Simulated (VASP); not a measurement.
# EuAl4Si2Rh (P4/mmm) in VASP: reference runs

How does EuAl4Si2Rh come out in PBE? The cell is run as given and disturbed.

Program: VASP 6.6.1. These are calculated values, not measurements. Logs are shortened: lines on timing, memory, paths and dates and some standing lists are left out, and cuts for length are marked.

### 1 Starting point

The structure is tetragonal, space group P4/mmm (No. 123). Conventional cell: a = 4.176 Å, b = 4.176 Å, c = 8.289 Å, α = 90.00°, β = 90.00°, γ = 90.00°. Around Eu (site symmetry 4/mmm) lie 8 Si at 3.18 Å and 8 Al at 3.45 Å. Rh (site symmetry 4/mmm) has 8 Al at 2.51 Å as nearest neighbours. Around Si (site symmetry 4mm) lie 1 Si at 2.36 Å and 4 Al at 2.61 Å. Al (site symmetry 2mm) is surrounded by 2 Rh at 2.51 Å and 2 Si at 2.61 Å and 1 Al at 2.79 Å.

### 2 Single point, PBE, collinear spin, ferromagnetic start

File INCAR:

```
  PREC = Accurate
  ENCUT = 520
  EDIFF = 1E-7
  ISMEAR = -1
  SIGMA = 0.05
  LREAL = False
  LASPH = True
  NELM = 150
  ALGO = Normal
  ISIF = 2
  LWAVE = False
  LCHARG = False
  ISPIN = 2
  MAGMOM = 7 0.6 0 0 0 0 0 0
  LORBIT = 11
  LMAXMIX = 6
  GGA = PE
  NBANDS = 40
```

File KPOINTS:

```
Automatic mesh
0
Gamma
  7 7 4
```

File POSCAR:

```
EuAl4Si2Rh
1.0
    4.1760000000      0.0000000000      0.0000000000
    0.0000000000      4.1760000000      0.0000000000
    0.0000000000      0.0000000000      8.2890000000
Eu Rh Si Al
1 1 2 4
Direct
    0.0000000000      0.0000000000      0.5000000000
    0.0000000000      0.0000000000      0.0000000000
    0.5000000000      0.5000000000      0.6426000000
    0.5000000000      0.5000000000      0.3574000000
    0.5000000000      0.0000000000      0.8320000000
    0.0000000000      0.5000000000      0.8320000000
    0.5000000000      0.0000000000      0.1680000000
    0.0000000000      0.5000000000      0.1680000000
```

Potentials or basis: VASP PAW PBE potentials, release 64 (Eu, Rh_pv, Si, Al).

On the command line:

```bash
cat potpaw_PBE.64/Eu/POTCAR potpaw_PBE.64/Rh_pv/POTCAR potpaw_PBE.64/Si/POTCAR potpaw_PBE.64/Al/POTCAR > POTCAR
mpirun -np 1 vasp_std > vasp.out
```

OUTCAR:

```text
PREC = Accurate
   ENCUT = 520
   EDIFF = 1E-7
   ISMEAR = -1
   LREAL = False
   LASPH = True
   NELM = 150
   ISIF = 2
   ISPIN = 2
   LORBIT = 11
   GGA = PE

 ion  position               nearest neighbor table
   1  0.000  0.000  0.500-   3 3.18   4 3.18   3 3.18   4 3.18   3 3.18   4 3.18   3 3.18   4 3.18
                             6 3.45   8 3.45   7 3.45   8 3.45   5 3.45   7 3.45   5 3.45   6 3.45
   2  0.000  0.000  0.000-   5 2.51   6 2.51   7 2.51   8 2.51   6 2.51   8 2.51   5 2.51   7 2.51

   3  0.500  0.500  0.643-   4 2.36   5 2.61   6 2.61   5 2.61   6 2.61   1 3.18   1 3.18   1 3.18
                             1 3.18
   4  0.500  0.500  0.357-   3 2.36   7 2.61   8 2.61   7 2.61   8 2.61   1 3.18   1 3.18   1 3.18
                             1 3.18
   5  0.500  0.000  0.832-   2 2.51   2 2.51   3 2.61   3 2.61   7 2.79   6 2.95   6 2.95   6 2.95
                             6 2.95   1 3.45   1 3.45
   6  0.000  0.500  0.832-   2 2.51   2 2.51   3 2.61   3 2.61   8 2.79   5 2.95   5 2.95   5 2.95
                             5 2.95   1 3.45   1 3.45
   7  0.500  0.000  0.168-   2 2.51   2 2.51   4 2.61   4 2.61   5 2.79   8 2.95   8 2.95   8 2.95
                             8 2.95   1 3.45   1 3.45
   8  0.000  0.500  0.168-   2 2.51   2 2.51   4 2.61   4 2.61   6 2.79   7 2.95   7 2.95   7 2.95
                             7 2.95   1 3.45   1 3.45

  LATTYP: Found a simple tetragonal cell.
 ALAT       =     4.1760000000
 C/A-ratio  =     1.9849137931

  Lattice vectors:

 A1 = (   4.1760000000,   0.0000000000,   0.0000000000)
 A2 = (   0.0000000000,   4.1760000000,   0.0000000000)
 A3 = (   0.0000000000,   0.0000000000,   8.2890000000)

Analysis of symmetry for initial positions (statically):
=====================================================================
 Subroutine PRICEL returns:
 Original cell was already a primitive cell.

 Routine SETGRP: Setting up the symmetry group for a
 simple tetragonal supercell.

 Subroutine GETGRP returns: Found 16 space group operations
 (whereof 16 operations were pure point group operations)
 out of a pool of 16 trial point group operations.

The static configuration has the point symmetry D_4h.

Analysis of symmetry for dynamics (positions and initial velocities):
=====================================================================
 Subroutine PRICEL returns:
 Original cell was already a primitive cell.

 Routine SETGRP: Setting up the symmetry group for a
 simple tetragonal supercell.

 Subroutine GETGRP returns: Found 16 space group operations
 (whereof 16 operations were pure point group operations)
[... 176 lines left out ...]

 E-fermi :   7.3541     XC(G=0): -10.5311

 val. band max:        7.3518918219   @ k =   0.1429   0.0000   0.5000
 cond. band min:       7.4185052749   @ k =   0.2857   0.1429   0.2500
 fundamental gap:      0.0666134530
 Fermi energy:         7.3541297179

 spin component 1

 k-point     1 :       0.0000    0.0000    0.0000
  band No.  band energies     occupation
      1     -39.1990      1.00000
      2     -39.1990      1.00000
      3     -39.1658      1.00000
      4     -34.0321      1.00000
      5     -12.8607      1.00000
      6     -12.7556      1.00000
[... 973 lines left out ...]
     37      10.7753      0.00000
     38      10.8364      0.00000

 [... further k-points ...]

 spin component 2

 k-point     1 :       0.0000    0.0000    0.0000
  band No.  band energies     occupation
      1     -39.1925      1.00000
      2     -39.1925      1.00000
      3     -39.1598      1.00000
      4     -30.9922      1.00000
      5     -10.6998      1.00000
      6     -10.5643      1.00000
[... 973 lines left out ...]
     37      11.7311      0.00000
     38      11.9460      0.00000

 [... further k-points ...]

 [bands above 38 left out]

------------------------ aborting loop because EDIFF is reached ----------------------------------------

  FORCE on cell =-STRESS in cart. coord.  units (eV):
  Direction    XX          YY          ZZ          XY          YZ          ZX
  --------------------------------------------------------------------------------------
  -------------------------------------------------------------------------------------
  Total        0.3522245      0.3522245     -0.3599632      0.0000000      0.0000000      0.0000000
  in kB        3.9039753      3.9039753     -3.9897494      0.0000000      0.0000000      0.0000000
  external PRESSURE =       1.2727337 kB  Pullay stress =       0.0000000 kB

 VOLUME and BASIS-vectors are now :
 -----------------------------------------------------------------------------
  energy-cutoff  :      520.00
  volume of cell :      144.55
      direct lattice vectors                 reciprocal lattice vectors
     4.176000000  0.000000000  0.000000000     0.239463602  0.000000000  0.000000000
     0.000000000  4.176000000  0.000000000     0.000000000  0.239463602  0.000000000
     0.000000000  0.000000000  8.289000000     0.000000000  0.000000000  0.120641814

 POSITION                                       TOTAL-FORCE (eV/Angst)
 -----------------------------------------------------------------------------------
      0.00000      0.00000      4.14450         0.000000      0.000000      0.000000
      0.00000      0.00000      0.00000         0.000000      0.000000      0.000000
      2.08800      2.08800      5.32651         0.000000      0.000000     -0.109362
      2.08800      2.08800      2.96249         0.000000     -0.000000      0.109362
      2.08800      0.00000      6.89645         0.000000     -0.000000     -0.075084
      0.00000      2.08800      6.89645         0.000000      0.000000     -0.075084
      2.08800      0.00000      1.39255        -0.000000      0.000000      0.075084
      0.00000      2.08800      1.39255        -0.000000     -0.000000      0.075084
 -----------------------------------------------------------------------------------
    total drift:                                0.000000      0.000000      0.000000

  FREE ENERGIE OF THE ION-ELECTRON SYSTEM (eV)
  ---------------------------------------------------
  free  energy   TOTEN  =       -49.2517568236 eV

  energy  without entropy=      -49.2331684406  energy(sigma->0) =      -49.24246263

 total charge

# of ion       s       p       d       f       tot
--------------------------------------------------
    1        2.029   5.730   0.422   6.581  14.761
    2        0.441   6.344   7.345   0.000  14.130
    3        0.759   0.922   0.000   0.000   1.681
    4        0.759   0.922   0.000   0.000   1.681
    5        0.405   0.368   0.000   0.000   0.773
    6        0.405   0.368   0.000   0.000   0.773
    7        0.405   0.368   0.000   0.000   0.773
    8        0.405   0.368   0.000   0.000   0.773
--------------------------------------------------
tot          5.607  15.390   7.767   6.581  35.345

 magnetization (x)

# of ion       s       p       d       f       tot
--------------------------------------------------
    1       -0.013  -0.110   0.091   6.541   6.509
    2       -0.002  -0.005   0.008   0.000   0.001
    3       -0.004  -0.011   0.000   0.000  -0.015
    4       -0.004  -0.011   0.000   0.000  -0.015
    5       -0.001  -0.000   0.000   0.000  -0.001
    6       -0.001  -0.000   0.000   0.000  -0.001
    7       -0.001  -0.000   0.000   0.000  -0.001
    8       -0.001  -0.000   0.000   0.000  -0.001
--------------------------------------------------
tot         -0.029  -0.137   0.099   6.541   6.474
```

OSZICAR:

```text
N       E                     dE             d eps       ncg     rms          rms(c)
DAV:   1     0.303217673856E+03    0.30322E+03   -0.21737E+04  7656   0.375E+03
DAV:   2    -0.101889871831E+02   -0.31341E+03   -0.28634E+03  7568   0.541E+02
DAV:   3    -0.435725208733E+02   -0.33384E+02   -0.32706E+02  7672   0.104E+02
DAV:   4    -0.470138968737E+02   -0.34414E+01   -0.34113E+01  9544   0.222E+01
[... 13 lines left out ...]
DAV:  18    -0.492517561560E+02    0.19051E-04   -0.61786E-05  8192   0.118E-01    0.367E-02
DAV:  19    -0.492517574647E+02   -0.13087E-05   -0.82594E-06  8216   0.298E-02    0.224E-02
DAV:  20    -0.492517579685E+02   -0.50380E-06   -0.17652E-06  7792   0.134E-02    0.162E-02
DAV:  21    -0.492517567970E+02    0.11715E-05   -0.25736E-06  6568   0.289E-02    0.576E-03
DAV:  22    -0.492517568236E+02   -0.26657E-07   -0.72160E-07  7248   0.117E-02
   1 F= -.49251757E+02 E0= -.49242463E+02  d E =-.185884E-01  mag=     6.9029
```

It took 4.3 min on 1 thread of AMD EPYC 9R45 (Zen 5), shared host; peak memory 0.46 GiB.

Results:

| Item | Value |
| --- | --- |
| Free energy | -49.2518 eV |
| Pressure | 0.1 GPa |
| Largest force | 0.109 eV/Å |
| Band gap on the k mesh | none (metal or under the smearing width) |
| Net moment | 6.90 μB per cell |
| Site moments | Eu +6.51; Rh +0.00; Si -0.01; Al -0.00 μB |
| Valence electrons inside the program's atomic spheres | Eu 14.76; Rh 14.13; Si 1.68; Al 0.77 |

Forces in eV/Å, atoms in the order of the input:
```
Eu   0.000  0.000  0.000
Rh   0.000  0.000  0.000
Si   0.000  0.000 -0.109
Si   0.000  0.000  0.109
Al   0.000  0.000 -0.075
Al   0.000  0.000 -0.075
Al   0.000  0.000  0.075
Al   0.000  0.000  0.075
```

Stress tensor (GPa, compression positive):
```
 0.39  0.00  0.00
 0.00  0.39  0.00
 0.00  0.00 -0.40
```

Levels at points of the mesh, in eV from the Fermi level:
Spin up:
```csv
k point,band 26,band 27,band 28,band 29,band 30,band 31,band 32,band 33
"(0.00, 0.00, 0.00)",-0.48,-0.38,-0.38,-0.34,0.39,0.44,0.69,0.69
"(0.00, 0.00, 0.50)",-0.44,-0.29,-0.28,-0.28,0.66,0.78,1.25,1.26
```
Spin down:
| k point | band 19 | band 20 | band 21 | band 22 | band 23 | band 24 | band 25 | band 26 | band 27 | band 28 |
| --- | --- | --- | --- | --- | --- | --- | --- | --- | --- | --- |
| (0.00, 0.00, 0.00) | -2.31 | -1.28 | -1.25 | -1.25 | -0.07 | 0.43 | 0.43 | 0.65 | 1.47 | 3.03 |
| (0.00, 0.00, 0.50) | -1.69 | -1.69 | -1.49 | -0.18 | 0.34 | 0.86 | 1.38 | 1.40 | 1.40 | 2.85 |

Caveat: spin-orbit coupling is left out, which moves the levels of the heavy elements; without U or exact exchange the open f shell lies at the Fermi level, which spoils levels, moments and volumes.

### 3 Single point, PBE, collinear spin, ferromagnetic start (atoms moved at random, drawn with an rms of 0.05 Å)

File INCAR:

```
SYSTEM = EuAl4Si2Rh
PREC = Accurate
ENCUT = 520
EDIFF = 1E-7
ISMEAR = -1
SIGMA = 0.05
LREAL = .FALSE.
LASPH = .TRUE.
NELM = 120
ALGO = Normal
ISIF = 2
LWAVE = .FALSE.
LCHARG = .FALSE.
ISPIN = 2
MAGMOM = 7 0.6 0 0 0 0 0 0
LORBIT = 11
LMAXMIX = 6
GGA = PE
NBANDS = 40
```

File KPOINTS:

```
Automatic mesh
0
G
  7 7 4
  0 0 0
```

File POSCAR:

```
EuAl4Si2Rh
1.0
    4.1760000000      0.0000000000      0.0000000000
    0.0000000000      4.1760000000      0.0000000000
    0.0000000000      0.0000000000      8.2890000000
Eu Rh Si Al
1 1 2 4
Direct
    0.0089710000     -0.0123970000      0.4983090000
    0.0004330000     -0.0028870000     -0.0023190000
    0.5110910000      0.4984870000      0.6450290000
    0.4945300000      0.4873530000      0.3592150000
    0.5001070000     -0.0094290000      0.8289470000
    0.0013470000      0.4931100000      0.8264170000
    0.4966270000      0.0066390000      0.1670410000
   -0.0042940000      0.4945660000      0.1717760000
```

Potentials or basis: VASP PAW PBE potentials, release 64 (Eu, Rh_pv, Si, Al).

On the command line:

```bash
cat potpaw_PBE.64/Eu/POTCAR potpaw_PBE.64/Rh_pv/POTCAR potpaw_PBE.64/Si/POTCAR potpaw_PBE.64/Al/POTCAR > POTCAR
mpirun -np 1 vasp_std > vasp.out
```

Run time: 15 min. Hardware: 1 thread of AMD EPYC 9R45 (Zen 5), shared host; peak memory 0.95 GiB.

Results (log left out):

| Item | Value |
| --- | --- |
| Free energy | -49.2076 eV |
| Pressure | -0.1 GPa |
| Largest force | 0.566 eV/Å |
| Band gap on the k mesh | none (metal or under the smearing width) |
| Net moment | 6.91 μB per cell |
| Site moments | Eu +6.51; Rh +0.00; Si -0.01; Al -0.00 μB |
| Valence electrons inside the program's atomic spheres | Eu 14.77; Rh 14.10; Si 1.69, 1.68; Al 0.78, 0.77 |

Forces on the atoms (eV/Å):
```
Eu  -0.136  0.092  0.039
Rh  -0.086 -0.119  0.160
Si  -0.190 -0.223 -0.484
Si   0.153  0.272  0.090
Al   0.008  0.165  0.144
Al   0.158  0.036  0.347
Al   0.115 -0.359 -0.026
Al  -0.021  0.134 -0.271
```

Stress tensor (GPa, compression positive):
```
 0.52 -0.01  0.18
-0.01 -0.06  0.28
 0.18  0.28 -0.68
```

Levels at points of the mesh, in eV from the Fermi level:
Spin up:
```csv
k point,band 26,band 27,band 28,band 29,band 30,band 31,band 32,band 33,band 34,band 35
"(0.00, 0.00, 0.00)",-0.49,-0.39,-0.39,-0.35,0.34,0.40,0.73,0.76,1.22,2.40
"(0.00, 0.00, 0.50)",-0.46,-0.35,-0.29,-0.29,0.62,0.73,1.20,1.33,1.35,2.38
```
Spin down:
| k point | band 20 | band 21 | band 22 | band 23 | band 24 | band 25 | band 26 | band 27 |
| --- | --- | --- | --- | --- | --- | --- | --- | --- |
| (0.00, 0.00, 0.00) | -1.42 | -1.30 | -1.22 | -0.13 | 0.47 | 0.48 | 0.63 | 1.42 |
| (0.00, 0.00, 0.50) | -1.71 | -1.56 | -0.23 | 0.29 | 0.80 | 1.34 | 1.46 | 1.49 |

Caveat: spin-orbit coupling is left out, which moves the levels of the heavy elements; without U or exact exchange the open f shell lies at the Fermi level, which spoils levels, moments and volumes.
